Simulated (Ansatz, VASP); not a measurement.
## Si3B in VASP and in Ansatz

```
CELL_PARAMETERS angstrom
0.00000 2.93677 2.93677
2.93677 0.00000 2.93677
2.93677 2.93677 0.00000
ATOMIC_POSITIONS crystal
Si 0.25000 0.25000 0.25000
Si 0.75000 0.75000 0.75000
Si 0.50000 0.50000 0.50000
B 0.00000 0.00000 0.00000
```

Change from the starting cell: species swapped into the Ta3Ru type (Fm-3m, No. 225).

Alike in both runs: functional PBE; k mesh 6 × 6 × 6; occupations gaussian, width 0.1 eV; no spin polarisation.

Ansatz relaxed the structure, and its values are those at the end. VASP's run is a single point on that final structure, the one shown.

|  | VASP | Ansatz |
| --- | --- | --- |
| version | VASP 6.6.1 | Ansatz 0.2.0 |
| potentials or method | VASP PAW PBE potentials, release 64 (Si, B) | scalar-relativistic, plane waves, PAW |
| plane-wave cutoff (eV) | 520 | 420 |
| valence electrons in the cell | 15 | 15 |

|  | VASP | Ansatz | Ansatz less VASP |
| --- | --- | --- | --- |
| gap on the k mesh at the Fermi level (eV) | none | none | - |
| pressure (GPa) | -0.4 | -0.4 | +0.05 |

A gap of «none» marks a metal or a gap that the smearing closes.
